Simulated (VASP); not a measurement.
```
SnO
1.0
    3.80000     0.00000     0.00000
    0.00000     3.80000     0.00000
    0.00000     0.00000     4.84000
Sn O
2 2
Cartesian
  1.90000   0.00000   3.68808
  0.00000   1.90000   1.15192
  1.90000   1.90000   0.00000
  0.00000   0.00000   0.00000
```

These are LDA (Ceperley-Alder, Perdew-Zunger), VASP's LDA PAW potentials (set 64) (plane waves; VASP 6.6.1) values and carry that method's errors. Settings: 520 eV cut-off, 6×6×5 Γ-centred mesh, Gaussian smearing of 0.050 eV, potentials Sn_d O.

Energy and stress use the plane-wave basis of the starting cell.

Task: The ions, cell shape and volume are relaxed. Predict the relaxed structure.

Result: 
```
SnO
1.0
    3.76484     0.00000     0.00000
    0.00000     3.76484     0.00000
    0.00000     0.00000     4.63586
Sn O
2 2
Cartesian
  1.88242   0.00000   3.48430
  0.00000   1.88242   1.15156
  1.88242   1.88242   0.00000
  0.00000   3.76484   4.63586
```
Space group P4/nmm (129), at a tolerance of 0.03 Å.

Task: How do energy and volume change from the first to the last step?

Result: The energy (σ→0) changes by -7.0 meV/atom and the volume by -6.0 %, in 12 ionic steps.

The compound is SnO in the litharge structure. This run relaxes it. Symmetry was kept, so distortions that lower it aren't found.
